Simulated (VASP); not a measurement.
Computed with PBE GGA with D3 dispersion (zero damping), VASP's PBE PAW potentials (set 64) (plane waves; VASP).

The input files of a VASP run:

INCAR:
```
SYSTEM = Ti
PREC = Accurate; ENCUT = 520; LREAL = .False.
LASPH = .True.
EDIFF = 1E-7; NELM = 100; ALGO = Normal
LMAXMIX = 4
ISMEAR = 1; SIGMA = 0.1
GGA = PE; IVDW = 11
IBRION = 2; NSW = 30; ISIF = 4
EDIFFG = -0.01
LWAVE = .False.; LCHARG = .False.
```

**KPOINTS**
```
Automatic mesh
0
G
  14 14 8
```

**POSCAR**
```
Ti
1
    1.4596908367    -2.5282587483     0.0000000000
    1.4596908367     2.5282587483     0.0000000000
    0.0000000000     0.0000000000     4.6293543990
Ti
2
Direct
  0.3333330000   0.6666670000   0.2500000000
  0.6666670000   0.3333330000   0.7500000000
```

POTCAR, in this order: Ti_sv (PBE.64 set). Program: vasp_std.

The run wrote:

File OSZICAR:
```
       N       E                     dE             d eps       ncg     rms          rms(c)
DAV:   1     0.250396546903E+03    0.25040E+03   -0.13711E+04  3840   0.187E+03
DAV:   2     0.111673583559E+02   -0.23923E+03   -0.23776E+03  3968   0.495E+02
DAV:   3    -0.165005959799E+02   -0.27668E+02   -0.27442E+02  7560   0.137E+02
DAV:   4    -0.176332820273E+02   -0.11327E+01   -0.11326E+01  4008   0.292E+01
DAV:   5    -0.176960638069E+02   -0.62782E-01   -0.62780E-01  6248   0.474E+00    0.120E+01
DAV:   6    -0.156623551257E+02    0.20337E+01   -0.76221E+00  4520   0.325E+01    0.309E+00
DAV:   7    -0.156496865878E+02    0.12669E-01   -0.80991E-01  5784   0.775E+00    0.205E+00
DAV:   8    -0.156790230570E+02   -0.29336E-01   -0.22288E-01  4464   0.626E+00    0.707E-01
DAV:   9    -0.156699593404E+02    0.90637E-02   -0.52179E-02  4560   0.268E+00    0.661E-02
DAV:  10    -0.156702484989E+02   -0.28916E-03   -0.27300E-03  6128   0.427E-01    0.857E-02
DAV:  11    -0.156702694217E+02   -0.20923E-04   -0.16800E-04  4888   0.126E-01    0.303E-02
DAV:  12    -0.156702572788E+02    0.12143E-04   -0.37615E-05  4984   0.553E-02    0.324E-03
DAV:  13    -0.156702593125E+02   -0.20337E-05   -0.77087E-07  4736   0.862E-03    0.549E-04
DAV:  14    -0.156702602073E+02   -0.89475E-06   -0.14959E-07  3248   0.313E-03    0.476E-04
DAV:  15    -0.156702603095E+02   -0.10225E-06   -0.26981E-08  2496   0.165E-03    0.131E-04
DAV:  16    -0.156702603034E+02    0.61423E-08   -0.80003E-09  2352   0.866E-04
   1 F= -.16591461E+02 E0= -.16592230E+02  d E =-.165915E+02
       N       E                     dE             d eps       ncg     rms          rms(c)
DAV:   1    -0.156705471567E+02   -0.28685E-03   -0.18036E-02  4056   0.194E+00    0.125E-01
DAV:   2    -0.156703635290E+02    0.18363E-03   -0.10427E-03  3872   0.407E-01    0.655E-02
DAV:   3    -0.156702799227E+02    0.83606E-04   -0.30651E-04  5608   0.187E-01    0.763E-03
DAV:   4    -0.156702801239E+02   -0.20123E-06   -0.25505E-05  4560   0.740E-02    0.382E-03
DAV:   5    -0.156702803662E+02   -0.24233E-06   -0.97236E-07  5232   0.112E-02    0.504E-04
DAV:   6    -0.156702803921E+02   -0.25843E-07   -0.32458E-08  2408   0.242E-03
   2 F= -.16591516E+02 E0= -.16592285E+02  d E =-.547711E-04
```

File OUTCAR:
```
------------------------ aborting loop because EDIFF is reached ----------------------------------------
 Edisp (eV)   -0.92124
  FORCE on cell =-STRESS in cart. coord.  units (eV):
  Direction    XX          YY          ZZ          XY          YZ          ZX
  --------------------------------------------------------------------------------------
  Total      -0.72033    -0.72033    -0.74674     0.00000     0.00000     0.00000
  in kB     -33.77602   -33.77602   -35.01458     0.00000     0.00000     0.00000
  external pressure =      -34.19 kB  Pullay stress =        0.00 kB
  volume of cell :       34.17
      direct lattice vectors                 reciprocal lattice vectors
     1.460513744 -2.529684063  0.000000000     0.342345289 -0.197653141 -0.000000000
     1.460513744  2.529684063  0.000000000     0.342345289  0.197653141  0.000000000
     0.000000000 -0.000000000  4.624139176    -0.000000000  0.000000000  0.216256467
 POSITION                                       TOTAL-FORCE (eV/Angst)
 -----------------------------------------------------------------------------------
      1.46051      0.84323      1.15603        -0.000000     -0.000000      0.000000
      1.46051     -0.84323      3.46810         0.000000      0.000000      0.000000
 -----------------------------------------------------------------------------------
    total drift:                               -0.000180      0.001060     -0.000018
  FREE ENERGIE OF THE ION-ELECTRON SYSTEM (eV)
  ---------------------------------------------------
  free  energy   TOTEN  =       -16.5915159327 eV

  energy  without entropy=      -16.5938219628  energy(sigma->0) =      -16.59228461

 reached required accuracy - stopping structural energy minimisation
```
(Selected blocks of OUTCAR.)

CONTCAR:
```
Ti
   1.00000000000000
     1.4605137437683757   -2.5296840632811977    0.0000000000000000
     1.4605137437683757    2.5296840632811977    0.0000000000000000
     0.0000000000000000   -0.0000000000000000    4.6241391756316705
  Ti
     2
Direct
     0.3333330000000032    0.6666669999999968    0.2500000000000000
     0.6666669999999968    0.3333330000000032    0.7500000000000000
```

### OUTCAR
```
 val. band max:        8.5145141239   @ k =   0.2143   0.2143   0.5000

 cond. band min:       8.5261893254   @ k =   0.2857   0.2857   0.3750


 Fermi energy:         8.5209242741

 k-point     1 :       0.0000    0.0000    0.0000
  band No.  band energies     occupation
      1     -48.3270      2.00000
      2     -48.1806      2.00000
      3     -24.9373      2.00000
      4     -24.2557      2.00000
      5     -24.2557      2.00000
      6     -24.1904      2.00000
      7     -24.1497      2.00000
      8     -24.1497      2.00000
      9       2.2611      2.00000
     10       5.7798      2.00000
     11       9.2935     -0.00000
     12       9.2935     -0.00000
     13       9.3295     -0.00000
     14       9.4084     -0.00000
     15       9.8046     -0.00000
     16       9.8046     -0.00000

 k-point     2 :       0.0714    0.0000    0.0000
  band No.  band energies     occupation
      1     -48.3216      2.00000
      2     -48.1785      2.00000
      3     -24.9255      2.00000
      4     -24.2799      2.00000
      5     -24.2638      2.00000
      6     -24.1954      2.00000
      7     -24.1750      2.00000
      8     -24.1528      2.00000
      9       2.4069      2.00000
     10       5.8951      2.00000
     11       9.0228     -0.00000
     12       9.0427     -0.00000
     13       9.3967     -0.00000
     14       9.6156     -0.00000
     15       9.7347     -0.00000
     16       9.8963     -0.00000

 k-point     3 :       0.1429   -0.0000    0.0000
  band No.  band energies     occupation
      1     -48.3063      2.00000
      2     -48.1728      2.00000
      3     -24.8912      2.00000
      4     -24.3481      2.00000
      5     -24.2860      2.00000
      6     -24.2446      2.00000
      7     -24.2105      2.00000
      8     -24.1621      2.00000
      9       2.8306      2.00000
     10       6.2063      2.00000
     11       8.4521      1.91158
     12       8.6269     -0.06052
     13       9.5139     -0.00000
...
```

The compound is Ti in the hcp structure. This cell is one point of a volume scan, at 1.03 of the reference volume. Symmetry was kept, so distortions that lower it aren't found.
